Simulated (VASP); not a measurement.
Energy against volume of MgB2 (AlB2 type). All values below come from revTPSS meta-GGA, VASP's PBE PAW potentials (set 64) (plane waves; VASP). Settings: 520 eV cut-off, 11×11×9 Γ-centred mesh, first-order Methfessel-Paxton smearing of 0.10 eV, potentials Mg B.

Shape and ions are relaxed at each volume.

| V (Å³/atom) | E (eV/atom) |
|---|---|
| 8.941 | -6.36638 |
| 9.226 | -6.38011 |
| 9.511 | -6.38487 |
| 9.797 | -6.38178 |

**Question.** Fit these four points and predict the energy of the run at 10.082 Å³/atom.

**Answer.** A cubic in V^(−2/3), the third-order Birch-Murnaghan form, passes through the four points with V0 = 9.54 Å³/atom and B0 = 145 GPa, and gives -6.3719 eV/atom there. The run gave -6.3718 eV/atom, +0.0 meV/atom from the fit; all five points give B0 = 145 GPa.

The compound is MgB2 in the AlB2 type structure. It was relaxed first.
